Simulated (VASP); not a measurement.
Level of theory: PBEsol GGA, VASP's PBE PAW potentials (set 64) (plane waves; VASP 6.6.1).

VASP input:

KPOINTS:
```
Automatic mesh
0
G
  6 6 6
```

POSCAR:
```
CdTe
1
    0.0000000000     3.2400000000     3.2400000000
    3.2400000000     0.0000000000     3.2400000000
    3.2400000000     3.2400000000     0.0000000000
Cd Te
1 1
Direct
  0.0000000000   0.0000000000   0.0000000000
  0.2500000000   0.2500000000   0.2500000000
```

### INCAR
```
LASPH=.TRUE.   ! aspherical one-centre terms
ALGO=Normal   ! blocked Davidson
IBRION=2
EDIFF=1E-6   ! SCF stop (eV)
ENCUT=400   ! plane-wave cut-off (eV)
ISIF=3
PREC=Accurate
LREAL=.FALSE.
LMAXMIX=4
GGA=PS   ! PBEsol
NELM=100   ! most electronic steps
EDIFFG=-0.01   ! ionic stop
SIGMA=0.05   ! width (eV)
SYSTEM=CdTe
LWAVE=.FALSE.
LCHARG=.FALSE.
ISMEAR=0   ! Gaussian
NSW=60
```

POTCAR, in this order: Cd Te (PBE.64 set). Program: vasp_std.

The run wrote:

### OSZICAR
```
       N       E                     dE             d eps       ncg     rms          rms(c)
DAV:   1     0.872618910387E+02    0.87262E+02   -0.72953E+03   424   0.966E+02
DAV:   2    -0.242828561445E+01   -0.89690E+02   -0.86977E+02   476   0.257E+02
DAV:   3    -0.570946037707E+01   -0.32812E+01   -0.32747E+01   516   0.525E+01
DAV:   4    -0.574009522772E+01   -0.30635E-01   -0.30630E-01   584   0.427E+00
DAV:   5    -0.574017059934E+01   -0.75372E-04   -0.75371E-04   501   0.200E-01    0.569E+00
DAV:   6    -0.550174443936E+01    0.23843E+00   -0.53710E-01   466   0.102E+01    0.468E+00
DAV:   7    -0.548330180268E+01    0.18443E-01   -0.11402E-01   471   0.255E+00    0.188E+00
DAV:   8    -0.548228481403E+01    0.10170E-02   -0.10288E-02   431   0.141E+00    0.537E-01
DAV:   9    -0.548225140278E+01    0.33411E-04   -0.78776E-04   481   0.334E-01    0.128E-01
DAV:  10    -0.548228246882E+01   -0.31066E-04   -0.11911E-04   436   0.112E-01    0.555E-02
DAV:  11    -0.548230678070E+01   -0.24312E-04   -0.49552E-05   444   0.478E-02    0.369E-02
DAV:  12    -0.548230481551E+01    0.19652E-05   -0.46124E-06   486   0.169E-02    0.189E-02
DAV:  13    -0.548230471437E+01    0.10114E-06   -0.42168E-07   258   0.437E-03
   1 F= -.54823047E+01 E0= -.54823047E+01  d E =-.548230E+01
       N       E                     dE             d eps       ncg     rms          rms(c)
DAV:   1    -0.548299196837E+01   -0.68715E-03   -0.13718E-02   461   0.155E+00    0.192E-01
DAV:   2    -0.548239470269E+01    0.59727E-03   -0.16324E-03   451   0.643E-01    0.638E-02
DAV:   3    -0.548233246275E+01    0.62240E-04   -0.15208E-04   441   0.135E-01    0.530E-02
DAV:   4    -0.548232112463E+01    0.11338E-04   -0.16564E-05   451   0.336E-02    0.995E-03
DAV:   5    -0.548232018555E+01    0.93907E-06   -0.17627E-06   252   0.182E-02
   2 F= -.54823202E+01 E0= -.54823202E+01  d E =-.154712E-04
```

File OUTCAR:
```
------------------------ aborting loop because EDIFF is reached ----------------------------------------
  FORCE on cell =-STRESS in cart. coord.  units (eV):
  Direction    XX          YY          ZZ          XY          YZ          ZX
  --------------------------------------------------------------------------------------
  Total       -0.0101009     -0.0101009     -0.0101009      0.0000000      0.0000000     -0.0000000
  in kB       -0.2374333     -0.2374333     -0.2374333      0.0000000      0.0000000     -0.0000000
  external PRESSURE =      -0.2374333 kB  Pullay stress =       0.0000000 kB
  volume of cell :       68.16
      direct lattice vectors                 reciprocal lattice vectors
     0.000000000  3.242147785  3.242147785    -0.154218757  0.154218757  0.154218757
     3.242147785  0.000000000  3.242147785     0.154218757 -0.154218757  0.154218757
     3.242147785  3.242147785  0.000000000     0.154218757  0.154218757 -0.154218757
  FREE ENERGIE OF THE ION-ELECTRON SYSTEM (eV)
  ---------------------------------------------------
  free  energy   TOTEN  =        -5.4823201856 eV

  energy  without entropy=       -5.4823201856  energy(sigma->0) =       -5.48232019

 reached required accuracy - stopping structural energy minimisation
```
(Selected blocks of OUTCAR.)

### CONTCAR
```
CdTe
   1.00000000000000
     0.0000000000000000    3.2421477847619737    3.2421477847619737
     3.2421477847619737    0.0000000000000000    3.2421477847619737
     3.2421477847619737    3.2421477847619737    0.0000000000000000
  Cd              Te
     1     1
Direct
     1.0000000000000000    1.0000000000000000    1.0000000000000000
     0.2500000000000000    0.2500000000000000    0.2500000000000000
```

The compound is CdTe in the zinc blende structure. This run relaxes it. Symmetry was kept, so distortions that lower it aren't found.
